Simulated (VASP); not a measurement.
```
CELL_PARAMETERS angstrom
      1.44902    -2.50977     0.00000
      1.44902     2.50977     0.00000
      0.00000     0.00000     2.83126
ATOMIC_POSITIONS crystal
  W  0.00000 0.00000 0.00000
  C  0.33333 0.66667 0.50000
```

Computed with PBE GGA, VASP's PBE PAW potentials (set 64) (plane waves; VASP). Settings: 620 eV cut-off, 14×14×13 Γ-centred mesh, first-order Methfessel-Paxton smearing of 0.10 eV, potentials W_sv C.

Energy and stress use the plane-wave basis of the starting cell.

### Question
The ions, cell shape and volume at an external pressure of 20.0 GPa are relaxed. Give the cell that the relaxation ends in.

### Answer

```
CELL_PARAMETERS angstrom
      1.43703    -2.48901     0.00000
      1.43703     2.48901     0.00000
      0.00000     0.00000     2.81322
ATOMIC_POSITIONS crystal
  W  0.00000 0.00000 0.00000
  C  0.33333 0.66667 0.50000
```
Space group P-6m2 (187), at a tolerance of 0.03 Å.

### Question
How do energy and volume change from the first to the last step?

### Answer
The energy (σ→0) changes by +21.8 meV/atom and the volume by -2.3 %, in 7 ionic steps.

The compound is WC in the wc structure. This run relaxes it under an external pressure of 20 GPa. Symmetry was kept, so distortions that lower it aren't found.
